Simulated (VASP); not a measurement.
Here is a VASP 6.6.1 calculation.

INCAR

```
SYSTEM = Si16B
ALGO = Normal
EDIFF = 1E-6
ENCUT = 520
GGA = PS
ISIF = 2
ISMEAR = -1
ISPIN = 2
LASPH = .TRUE.
LCHARG = .FALSE.
LORBIT = 11
LREAL = Auto
LWAVE = .FALSE.
MAGMOM = 0 0 0 0 0 0 0 0 0 0 0 0 0 0 0 0 0
NBANDS = 52
NELM = 150
PREC = Accurate
SIGMA = 0.05
```

Contents of KPOINTS:

```
k-points
0
G
  2 2 2
  0 0 0
```

Contents of POSCAR:

```
Si16B
1.0
    0.0000000000      5.4300000000      5.4300000000
    5.4300000000      0.0000000000      5.4300000000
    5.4300000000      5.4300000000      0.0000000000
Si B
16 1
Direct
   -0.0021209024     -0.0034321363      0.0136930939
    0.1274597606      0.1262921731      0.1264954880
   -0.0025440147     -0.0028720074      0.4985661142
    0.1148274401      0.1198526703      0.6355130755
    0.0059989871      0.4997170350     -0.0000901473
    0.1313404236      0.6247964088      0.1221892265
    0.0107140884      0.5033124309      0.4958886740
    0.1309388582      0.6254775322      0.6269355433
    0.5009811234      0.0042501842      0.0004916206
    0.6259709945      0.1290420810      0.1236860958
    0.4978744015      0.0130917127      0.4979583794
    0.6257794659      0.1297807551      0.6272439227
    0.5056525783      0.5036569982      0.0002238490
    0.6320611418      0.6303169429      0.1213548803
    0.5046187845      0.5036079190      0.4953990792
    0.6225759669      0.6238612339      0.6282507366
    0.8195834254      0.8255904236      0.4198977901
```

Potentials or basis: VASP PAW PBE potentials, release 64 (Si, B).

Launch:

```bash
$ cat potpaw_PBE.64/Si/POTCAR potpaw_PBE.64/B/POTCAR > POTCAR
$ mpirun -np 1 vasp_std > vasp.out
```

(1) What does it give for the band gap on the k mesh?

(2) What does it give for the pressure?

(3) Estimate the largest force.

(4) Estimate the net moment.

Results:

(1) none (metal or under the smearing width).

(2) 1.4 GPa.

(3) 0.017 eV/Å.

(4) 0.00 μB per cell.

Caveat: the k mesh is coarse (spacing up to 0.50 Å⁻¹), so the values aren't converged; the PAW data sets were made with another functional, which shifts forces and pressure a little.
